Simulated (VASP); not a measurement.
All values below come from PBE GGA, VASP's PBE PAW potentials (set 64) (plane waves; VASP).

VASP input:

**KPOINTS**
```
Automatic mesh
0
Gamma
7 7 6
0 0 0
```

File POSCAR:
```
Ga
1
    2.2570970000    -3.7779720000     0.0000000000
    2.2570970000     3.7779720000     0.0000000000
    0.0000000000     0.0000000000     4.4722770000
Ga
4
Direct
  0.1549000000   0.8451000000   0.9190000000
  0.3451000000   0.6549000000   0.4190000000
  0.6549000000   0.3451000000   0.5810000000
  0.8549790000   0.1647790000   0.0810000000
```

### INCAR
```
SYSTEM = Ga
PREC = Accurate; ENCUT = 400; LREAL = F
LASPH = T
EDIFF = 1E-6; NELM = 100; ALGO = Normal
LMAXMIX = 4
ISMEAR = -1; SIGMA = 0.05
GGA = PE
ISIF = 2
LWAVE = F; LCHARG = F
```

POTCAR, in this order: Ga_d (PBE.64 set). Program: vasp_std.

The resulting files:

OSZICAR:
```
       N       E                     dE             d eps       ncg     rms          rms(c)
DAV:   1     0.323898382667E+03    0.32390E+03   -0.22739E+04  9298   0.275E+03
DAV:   2     0.243103047303E+02   -0.29959E+03   -0.29490E+03  9674   0.506E+02
DAV:   3    -0.106702257939E+02   -0.34981E+02   -0.34637E+02 10380   0.141E+02
DAV:   4    -0.116267381634E+02   -0.95651E+00   -0.95274E+00 10333   0.277E+01
DAV:   5    -0.116471317133E+02   -0.20394E-01   -0.20386E-01 10915   0.402E+00    0.261E+00
DAV:   6    -0.115648775547E+02    0.82254E-01   -0.21921E-01 10985   0.672E+00    0.143E+00
DAV:   7    -0.115485847446E+02    0.16293E-01   -0.65222E-02 12778   0.295E+00    0.316E-01
DAV:   8    -0.115474259900E+02    0.11588E-02   -0.15758E-02 10198   0.147E+00    0.510E-02
DAV:   9    -0.115475660839E+02   -0.14009E-03   -0.11214E-03 10366   0.522E-01    0.259E-02
DAV:  10    -0.115475816076E+02   -0.15524E-04   -0.23896E-04 10776   0.447E-01    0.112E-02
DAV:  11    -0.115475866599E+02   -0.50523E-05   -0.57548E-05 12768   0.140E-01    0.508E-03
DAV:  12    -0.115475886426E+02   -0.19827E-05   -0.20600E-05 12041   0.645E-02    0.246E-03
DAV:  13    -0.115475884239E+02    0.21868E-06   -0.31284E-06  7268   0.542E-02
   1 F= -.11547588E+02 E0= -.11542858E+02  d E =-.946106E-02
```

File OUTCAR:
```
------------------------ aborting loop because EDIFF is reached ----------------------------------------
  FORCE on cell =-STRESS in cart. coord.  units (eV):
  Direction    XX          YY          ZZ          XY          YZ          ZX
  --------------------------------------------------------------------------------------
  Total        0.8618965      2.2991355      1.5813064     -0.0013654     -0.0071156      0.0552846
  in kB       18.1049801     48.2955927     33.2168904     -0.0286809     -0.1494701      1.1613075
  external PRESSURE =      33.2058211 kB  Pullay stress =       0.0000000 kB
  volume of cell :       76.27
      direct lattice vectors                 reciprocal lattice vectors
     2.257097000 -3.777972000  0.000000000     0.221523488 -0.132346137  0.000000000
     2.257097000  3.777972000  0.000000000     0.221523488  0.132346137  0.000000000
     0.000000000  0.000000000  4.472277000     0.000000000  0.000000000  0.223599746
 POSITION                                       TOTAL-FORCE (eV/Angst)
 -----------------------------------------------------------------------------------
      2.25710      2.60756      4.11002         0.073988     -0.132084     -0.072209
      2.25710      1.17042      1.87388         0.114493      0.139005     -0.060853
      2.25710     -1.17042      2.59839        -0.063982     -0.140769      0.068131
      2.30169     -2.60756      0.36225        -0.124499      0.133848      0.064931
 -----------------------------------------------------------------------------------
    total drift:                                0.000015     -0.000425     -0.000054
  FREE ENERGIE OF THE ION-ELECTRON SYSTEM (eV)
  ---------------------------------------------------
  free  energy   TOTEN  =       -11.5475884239 eV

  energy  without entropy=      -11.5381273629  energy(sigma->0) =      -11.54285789
```
(Selected blocks of OUTCAR.)

File OUTCAR:
```
 val. band max:        5.3080728728   @ k =   0.0000   0.0000   0.5000

 cond. band min:       5.3235516728   @ k =  -0.4286  -0.4286   0.1667


 Fermi energy:         5.3195351579

 k-point     1 :       0.0000    0.0000    0.0000
  band No.  band energies     occupation
      1      -9.9228      2.00000
      2      -9.9115      2.00000
      3      -9.8975      2.00000
      4      -9.8727      2.00000
      5      -9.8286      2.00000
      6      -9.8090      2.00000
      7      -9.7486      2.00000
      8      -9.6939      2.00000
      9      -9.6780      2.00000
     10      -9.6543      2.00000
     11      -9.6424      2.00000
     12      -9.6344      2.00000
     13      -9.6292      2.00000
     14      -9.5899      2.00000
     15      -9.5668      2.00000
     16      -9.5083      2.00000
     17      -9.4544      2.00000
     18      -9.4292      2.00000
     19      -9.4225      2.00000
     20      -9.3184      2.00000
     21      -5.9463      2.00000
     22       1.0240      2.00000
     23       1.5761      2.00000
     24       3.4656      2.00000
     25       3.5058      2.00000
     26       4.5315      2.00000
     27       6.1299      0.00000
     28       6.2556      0.00000
     29       6.3798      0.00000
     30      10.4134      0.00000
     31      10.7612      0.00000

 k-point     2 :       0.1429    0.0000    0.0000
  band No.  band energies     occupation
      1      -9.9223      2.00000
      2      -9.9066      2.00000
      3      -9.8998      2.00000
      4      -9.8808      2.00000
      5      -9.8179      2.00000
      6      -9.8004      2.00000
      7      -9.7597      2.00000
      8      -9.7326      2.00000
      9      -9.6857      2.00000
     10      -9.6748      2.00000
     11      -9.6299      2.00000
     12      -9.6105      2.00000
     13      -9.6085      2.00000
     14      -9.5871      2.00000
     15      -9.5519      2.00000
     16      -9.4901      2.00000
     17      -9.4589      2.00000
...
```

The compound is Ga in the alpha structure. The cell was not relaxed at this level, atoms are displaced from their ideal sites. The run is one of a series of settings (ISMEAR = -1, SIGMA = 0.05 against the base run), some of them coarse on purpose.
